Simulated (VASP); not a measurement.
Given:

```yaml
crystal:
  lattice:
    - [0.00000, 2.74157, 2.74157]
    - [2.74157, 0.00000, 2.74157]
    - [2.74157, 2.74157, 0.00000]
  atoms:
    - { symbol: Yb, position: [0.00000, 0.00000, 0.00000] }
```

All values below come from revPBE GGA, VASP's PBE PAW potentials (set 64) (plane waves; VASP). Settings: 520 eV cut-off, 11×11×11 Γ-centred mesh, first-order Methfessel-Paxton smearing of 0.10 eV, potentials Yb_2.

The 4f electrons are frozen in the core of the lanthanide potential, so 4f levels, which can set the real gap, and their magnetism are missing.

### Question
Estimate the energy per atom (σ→0), band gap (on the k-mesh) with the smallest direct gap where there is one.

### Answer

The band gap (on the k-mesh) comes out as none (metal, semimetal or under 0.01 eV). The energy per atom (σ→0) comes out as -121.2 kJ/mol-atom.

The absolute energy has meaning only against runs of the same code, potentials and settings.

The compound is Yb in the fcc structure. This cell is one point of a volume scan, at 0.97 of the reference volume.
